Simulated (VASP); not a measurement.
Calculation: PBE GGA with D3 dispersion (Becke-Johnson damping), VASP's PBE PAW potentials (set 64) (plane waves; VASP).

VASP ran on this input.

INCAR:
```
SYSTEM  =  MgH2
PREC  =  Accurate; ENCUT  =  520; LREAL  =  .FALSE.
LASPH  =  .TRUE.
EDIFF  =  1E-7; NELM  =  100; ALGO  =  Normal
ISMEAR  =  -5
GGA  =  PE; IVDW  =  12
ISIF  =  2
LWAVE  =  .FALSE.; LCHARG  =  .TRUE.; LORBIT  =  11
NEDOS  =  601
LEFG  =  .TRUE.
```

File KPOINTS:
```
kpoints
0
Gamma
  6 6 8
```

File POSCAR:
```
MgH2
1
    4.4281084731     0.0000000000     0.0000000000
   -0.0000000000     4.4281084731     0.0000000000
    0.0000000000     0.0000000000     2.9820279951
Mg H
2 4
Direct
  0.0000000000   0.0000000000   0.0000000000
  0.5000000000   0.5000000000   0.5000000000
  0.3039143164   0.3039143164   0.0000000000
  0.8039143164   0.1960856836   0.5000000000
  0.1960856836   0.8039143164   0.5000000000
  0.6960856836   0.6960856836   0.0000000000
```

POTCAR, in this order: Mg H (PBE.64 set). Program: vasp_std.

Problem. What will the output report for the number of irreducible k-points (NKPTS), largest plane-wave count, number of space-group operations, FFT grid (NGX, NGY, NGZ)?

Solution. 
The number of irreducible k-points (NKPTS) is 50. The largest plane-wave count is 1608. The number of space-group operations comes out as 16 and the FFT grid (NGX, NGY, NGZ) is 36 × 36 × 24.

The compound is MgH2 in the rutile structure. It was relaxed first, which changed the volume by -5 %.
